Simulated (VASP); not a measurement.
Here is a VASP 6.6.1 calculation.

INCAR

```
ALGO     = Fast           # electronic algorithm
EDIFF    = 1E-4           # SCF threshold, eV
EDIFFG   = -0.08          # ionic threshold
ENCUT    = 520            # plane-wave cutoff, eV
GGA      = PE             # functional
IBRION   = 2              # ionic algorithm
ISIF     = 3              # what is computed and relaxed
ISMEAR   = 0              # smearing method
LASPH    = T              # aspherical terms in the spheres
LCHARG   = F              # write CHGCAR
LREAL    = F              # projectors in reciprocal space
LWAVE    = F              # write WAVECAR
NELM     = 60             # most SCF steps
NSW      = 24             # ionic steps
PREC     = Normal         # precision mode
SIGMA    = 0.15           # smearing width, eV
```

KPOINTS

```
k-points
0
Gamma
  3 3 3
```

The input POSCAR:

```
Ga2Ge2O3
1.0
    4.5736559700      0.0000000000      0.0000000000
    0.0000000000      4.5736559700      0.0000000000
    0.0000000000      0.0000000000      5.4001357500
Ga Ge O
2 2 3
Direct
    0.5000000000      0.5000000000      0.6818773100
    0.5000000000      0.5000000000      0.3181226900
    0.5000000000      0.0000000000      0.5000000000
    0.0000000000      0.5000000000      0.5000000000
    0.5000000000      0.0000000000      0.0000000000
    0.0000000000      0.5000000000      0.0000000000
    0.5000000000      0.5000000000      0.0000000000
```

Potentials or basis: VASP PAW PBE potentials, release 64 (Ga_d, Ge_d, O).

Command:

```sh
$ cat potpaw_PBE.64/Ga_d/POTCAR potpaw_PBE.64/Ge_d/POTCAR potpaw_PBE.64/O/POTCAR > POTCAR
$ mpirun -np 4 vasp_std > vasp.out
```

**Question.** What does it give for the space group after relaxing (to 0.05 Å)?

**Answer.** P4/mmm (No. 123).

**Question.** What does it give for the band gap on the k mesh?

**Answer.** None (metal or under the smearing width).

**Question.** What does it give for the relaxed volume?

**Answer.** 17.62 Å³/atom.

The path:
```csv
step,energy change (eV),largest force (eV/Å),pressure (GPa),volume (Å³)
1,0.0000,10.1115,17.05,112.96
2,5.1979,29.8646,23.05,143.40
3,-1.8052,4.0976,10.56,123.03
4,-1.8505,2.9401,10.10,121.89
5,-2.2595,2.2131,-5.97,147.58
6,-2.4871,0.8405,-0.88,136.18
7,-2.4885,0.7955,-0.03,135.89
8,-2.5331,0.1098,-1.22,137.34
9,-2.5570,0.9580,-1.35,139.54
10,-2.5677,1.0000,-1.54,139.76
11,-2.5789,1.0524,-1.65,139.99
12,-2.6000,1.1418,-1.64,140.46
13,-2.6326,1.3073,-1.97,141.36
14,-2.6296,1.5400,-3.40,143.07
15,-2.6418,1.4018,-2.89,142.20
16,-2.6922,1.1031,-3.03,141.61
17,-2.7986,0.3542,-4.09,139.80
18,-2.8728,0.5622,-4.97,136.00
19,-2.9758,0.3455,-4.20,131.42
20,-3.0202,0.2147,2.93,118.22
21,-3.0526,0.0419,0.23,123.35
```

Caveat: the k mesh is coarse (spacing up to 0.46 Å⁻¹), so the values aren't converged; the relaxation stopped at a loose force limit of 0.08 eV/Å, so its end isn't a converged minimum.
